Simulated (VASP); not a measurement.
Level of theory: PBE GGA with D3 dispersion (zero damping), VASP's PBE PAW potentials (set 64) (plane waves; VASP 6.6.1).

VASP input:

**INCAR**
```
SYSTEM = InP
PREC = Accurate
ENCUT = 520
EDIFF = 1E-7
NELM = 100
ALGO = Normal
LREAL = .FALSE.
LASPH = .TRUE.
ISMEAR = 0
SIGMA = 0.05
GGA = PE
IVDW = 11
LMAXMIX = 4
LWAVE = .FALSE.
LCHARG = .FALSE.
ISIF = 2
```

### KPOINTS
```
kpoints
0
G
8 8 8
```

File POSCAR:
```
InP
4.2253470
  0.0000000000   0.7071067174   0.7071067174
  0.7071067174   0.0000000000   0.7071067174
  0.7071067174   0.7071067174   0.0000000000
In P
1 1
Cart
  0.0000000000   0.0000000000   0.0000000000
  0.3535533587   0.3535533587   0.3535533587
```

POTCAR, in this order: In_d P (PBE.64 set). Program: vasp_std.

Unless said otherwise, spin-orbit coupling is left out, though it shifts the bands of the heavy elements here.

Task: Predict the energy per atom (σ→0), dispersion energy, pressure, band gap (on the k-mesh).

Result: 
```json
{
  "energy per atom (σ→0)": "-4.389 eV/atom",
  "dispersion_energy": "-0.373 eV",
  "band gap (on the k-mesh)": "0.39 eV",
  "pressure": "-1.71 GPa"
}
```

File OSZICAR:
```
...
DAV:  10    -0.840544518018E+01   -0.44448E-04   -0.20140E-04   972   0.120E-01    0.128E-01
DAV:  11    -0.840550347891E+01   -0.58299E-04   -0.47364E-05   874   0.512E-02    0.440E-02
DAV:  12    -0.840551927626E+01   -0.15797E-04   -0.44822E-05   840   0.111E-01    0.193E-02
DAV:  13    -0.840551951474E+01   -0.23848E-06   -0.21367E-06   942   0.145E-02    0.169E-02
DAV:  14    -0.840551980154E+01   -0.28680E-06   -0.99244E-07   814   0.103E-02    0.518E-03
DAV:  15    -0.840551991423E+01   -0.11269E-06   -0.74340E-08   702   0.209E-03    0.275E-03
DAV:  16    -0.840551992035E+01   -0.61141E-08   -0.12310E-08   432   0.202E-03
   1 F= -.87781794E+01 E0= -.87781794E+01  d E =-.373057E-10
```

The compound is InP in the zinc blende structure. This cell is one point of a volume scan, at 1.03 of the reference volume.
